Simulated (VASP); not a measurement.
VASP ran on this input.

INCAR:
```
SYSTEM = NiO
PREC = Accurate
ENCUT = 520
EDIFF = 1E-6
NELM = 100
ALGO = Normal
LREAL = .FALSE.
LASPH = .TRUE.
ISMEAR = 0
SIGMA = 0.05
GGA = PE
LMAXMIX = 4
LORBIT = 10
LWAVE = .FALSE.
LCHARG = .FALSE.
ISIF = 2
ISPN = 2
```

**POSCAR**
```
NiO
1
    4.2636000000     2.1318000000     2.1318000000
    2.1318000000     4.2636000000     2.1318000000
    2.1318000000     2.1318000000     4.2636000000
Ni O
2 2
Direct
  0.0000000000   0.0000000000   0.0000000000
  0.5000000000   0.5000000000   0.5000000000
  0.2500000000   0.2500000000   0.2500000000
  0.7500000000   0.7500000000   0.7500000000
```

### KPOINTS
```
Automatic mesh
0
Gamma
7 7 7
0 0 0
```

POTCAR, in this order: Ni O (PBE.64 set). Program: vasp_std.

The run wrote:

**standard output**
```
 POSCAR found type information on POSCAR NiO
 POSCAR found :  2 types and       4 ions
 Reading from existing POTCAR
 Reading from existing POTCAR
 LDA part: xc-table for (Slater+PW92), standard interpolation
 POSCAR, INCAR and KPOINTS ok, starting setup
 WAVECAR not read
 entering main loop
       N       E                     dE             d eps       ncg     rms          rms(c)
DAV:   1     0.255858189002E+03    0.25586E+03   -0.15827E+04  1792   0.207E+03
DAV:   2     0.452796964063E+01   -0.25133E+03   -0.23673E+03  1816   0.404E+02
DAV:   3    -0.261026614751E+02   -0.30631E+02   -0.29069E+02  2032   0.156E+02
DAV:   4    -0.271596469656E+02   -0.10570E+01   -0.10489E+01  1992   0.309E+01
DAV:   5    -0.271887872057E+02   -0.29140E-01   -0.29119E-01  2048   0.483E+00    0.176E+01
DAV:   6    -0.263345922952E+02    0.85419E+00   -0.45730E+01  2712   0.104E+02    0.219E+01
DAV:   7    -0.225268052117E+02    0.38078E+01   -0.11931E+01  2304   0.950E+01    0.629E+00
DAV:   8    -0.226739867238E+02   -0.14718E+00   -0.29086E+00  2128   0.169E+01    0.281E+00
DAV:   9    -0.226610110077E+02    0.12976E-01   -0.14330E-01  2600   0.408E+00    0.790E-01
DAV:  10    -0.226519133866E+02    0.90976E-02   -0.44623E-02  2028   0.471E+00    0.201E-01
DAV:  11    -0.226518570749E+02    0.56312E-04   -0.27731E-03  2188   0.856E-01    0.917E-02
DAV:  12    -0.226518541823E+02    0.28926E-05   -0.93786E-04  2060   0.289E-01    0.436E-02
DAV:  13    -0.226518439346E+02    0.10248E-04   -0.26526E-05  1988   0.449E-02    0.253E-02
DAV:  14    -0.226518373340E+02    0.66007E-05   -0.36341E-05  2704   0.698E-02    0.486E-03
DAV:  15    -0.226518373814E+02   -0.47374E-07   -0.28056E-06  1684   0.166E-02
   1 F= -.22651837E+02 E0= -.22649192E+02  d E =-.529142E-02
```

### OUTCAR
```
------------------------ aborting loop because EDIFF is reached ----------------------------------------
  FORCE on cell =-STRESS in cart. coord.  units (eV):
  Direction    XX          YY          ZZ          XY          YZ          ZX
  --------------------------------------------------------------------------------------
  Total       -3.0823626     -3.0823626     -3.0823626      0.0454534      0.0454534      0.0454534
  in kB     -127.4368242   -127.4368242   -127.4368242      1.8792180      1.8792180      1.8792180
  external PRESSURE =    -127.4368242 kB  Pullay stress =       0.0000000 kB
  volume of cell :       38.75
      direct lattice vectors                 reciprocal lattice vectors
     4.263600000  2.131800000  2.131800000     0.351815367 -0.117271789 -0.117271789
     2.131800000  4.263600000  2.131800000    -0.117271789  0.351815367 -0.117271789
     2.131800000  2.131800000  4.263600000    -0.117271789 -0.117271789  0.351815367
 POSITION                                       TOTAL-FORCE (eV/Angst)
 -----------------------------------------------------------------------------------
      0.00000      0.00000      0.00000        -0.000000     -0.000000     -0.000000
      4.26360      4.26360      4.26360        -0.000000     -0.000000      0.000000
      2.13180      2.13180      2.13180        -0.000000      0.000000     -0.000000
      6.39540      6.39540      6.39540         0.000000      0.000000      0.000000
 -----------------------------------------------------------------------------------
    total drift:                                0.000000     -0.000000     -0.000000
  FREE ENERGIE OF THE ION-ELECTRON SYSTEM (eV)
  ---------------------------------------------------
  free  energy   TOTEN  =       -22.6518373814 eV

  energy  without entropy=      -22.6465459599  energy(sigma->0) =      -22.64919167

 total charge

# of ion       s       p       d       tot
------------------------------------------
    1        0.302   0.341   8.312   8.955
    2        0.302   0.341   8.312   8.955
    3        1.577   3.326   0.000   4.903
    4        1.577   3.326   0.000   4.903
--------------------------------------------------
tot          3.758   7.334  16.624  27.716
```
(Selected blocks of OUTCAR.)

**Question.** Read input and log: which fault does this run have?
(A) one atom is typed twice, on or next to the same site
(B) POTIM is too large for the ionic optimiser
(C) ISPIN is misspelt, so the run is not spin-polarised
(D) MAGMOM holds more values than there are atoms

**Answer.** C, ISPIN is misspelt, so the run is not spin-polarised. The run ends without an error. Against the sound run, the energy per atom (σ→0) goes up by 0.196 eV/atom; the pressure drops by 3.85 GPa; the band gap drops by 1.02 eV.

To mend it, set ISPIN = 2, set MAGMOM = 2.0 -2.0 0.0 0.0, remove ISPN.

The mended run (PBE GGA, plane waves, VASP's PBE PAW potentials (set 64)) converges, and its OSZICAR ends with
```
   1 F= -.23433493E+02 E0= -.23433493E+02  d E =-.406424E-13  mag=     0.0000
```

The compound is NiO in the rock salt, AFM-II order structure. The cell was not relaxed at this level. The run is not spin-polarised, so no magnetic state was tried.
